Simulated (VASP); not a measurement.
Consider the following.

```
LiF
1.0
    0.00000     2.02774     2.02774
    2.02774     0.00000     2.02774
    2.02774     2.02774     0.00000
Li F
1 1
Direct
  0.00000   0.00000   0.00000
  0.50000   0.50000   0.50000
```

Calculation: modified Becke-Johnson potential (mBJ), VASP's PBE PAW potentials (set 64) (plane waves; VASP). Settings: 520 eV cut-off, 8×8×8 Γ-centred mesh, Gaussian smearing of 0.050 eV, potentials Li_sv F.

mBJ is a potential without an energy functional, so only the levels count.

Predict the band gap (over mesh and band path) with the smallest direct gap where there is one.

- band gap (over mesh and band path): 12.40 eV
- smallest direct gap (over mesh and band path): 12.40 eV

Total energies compare only between runs with the same potentials, cut-off and functional.

The compound is LiF in the rock salt structure. It was relaxed first. The cell's shape comes from a PBE relaxation.
